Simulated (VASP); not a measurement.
Given:

```
MoPt2
1.0
   -1.37579     1.95957     4.13153
    1.37579    -1.95957     4.13153
    1.37579     1.95957    -4.13153
Mo Pt
1 2
Direct
  0.00000   0.00000   0.00000
  0.66332   0.66332   0.00000
  0.33668   0.33668   0.00000
```

These are PBEsol GGA, VASP's PBE PAW potentials (set 64) (plane waves; VASP 6.6.1) values and carry that method's errors. Settings: 400 eV cut-off, Gaussian smearing of 0.050 eV, potentials Mo_sv Pt.

**Question.** Give the energies of bands 7 to 20 at the high-symmetry points, in eV from the Fermi level.

**Answer.** 
```json
[
 {"band": "7", "Γ": "-5.52", "X": "-6.88", "F2": "-6.41", "Y0": "-6.41", "R": "-5.98", "W": "-5.94", "S": "-5.96", "T": "-5.64"},
 {"band": "8", "Γ": "-5.05", "X": "-6.35", "F2": "-6.36", "Y0": "-5.93", "R": "-5.67", "W": "-5.00", "S": "-5.50", "T": "-5.00"},
 {"band": "9", "Γ": "-4.84", "X": "-5.24", "F2": "-5.61", "Y0": "-4.06", "R": "-5.25", "W": "-4.46", "S": "-4.59", "T": "-4.93"},
 {"band": "10", "Γ": "-4.27", "X": "-4.01", "F2": "-4.40", "Y0": "-3.66", "R": "-4.89", "W": "-4.08", "S": "-4.19", "T": "-4.32"},
 {"band": "11", "Γ": "-3.94", "X": "-3.92", "F2": "-4.26", "Y0": "-3.50", "R": "-4.89", "W": "-3.85", "S": "-3.82", "T": "-4.00"},
 {"band": "12", "Γ": "-3.72", "X": "-3.13", "F2": "-2.28", "Y0": "-2.98", "R": "-3.60", "W": "-3.70", "S": "-3.80", "T": "-3.93"},
 {"band": "13", "Γ": "-2.93", "X": "-3.01", "F2": "-1.79", "Y0": "-2.80", "R": "-1.93", "W": "-2.94", "S": "-3.04", "T": "-2.68"},
 {"band": "14", "Γ": "-2.36", "X": "-2.14", "F2": "-1.47", "Y0": "-2.71", "R": "-1.51", "W": "-2.50", "S": "-2.30", "T": "-2.55"},
 {"band": "15", "Γ": "-2.11", "X": "-2.02", "F2": "-0.56", "Y0": "-1.73", "R": "0.07", "W": "-1.56", "S": "-2.12", "T": "-0.49"},
 {"band": "16", "Γ": "-2.09", "X": "-1.75", "F2": "0.41", "Y0": "-1.53", "R": "0.60", "W": "-1.40", "S": "-1.44", "T": "-0.48"},
 {"band": "17", "Γ": "-1.15", "X": "-0.80", "F2": "0.55", "Y0": "-1.53", "R": "0.67", "W": "0.15", "S": "-0.94", "T": "-0.26"},
 {"band": "18", "Γ": "-0.77", "X": "1.60", "F2": "0.91", "Y0": "-0.96", "R": "1.51", "W": "0.90", "S": "-0.25", "T": "0.57"},
 {"band": "19", "Γ": "1.00", "X": "1.69", "F2": "0.96", "Y0": "0.60", "R": "1.82", "W": "2.97", "S": "0.85", "T": "1.12"},
 {"band": "20", "Γ": "2.00", "X": "1.86", "F2": "1.70", "Y0": "1.01", "R": "2.05", "W": "3.30", "S": "1.40", "T": "2.84"}
]
```

It has no gap at this level: it comes out as a metal or semimetal.

The compound is MoPt2 in the sg71 structure. It was relaxed first.
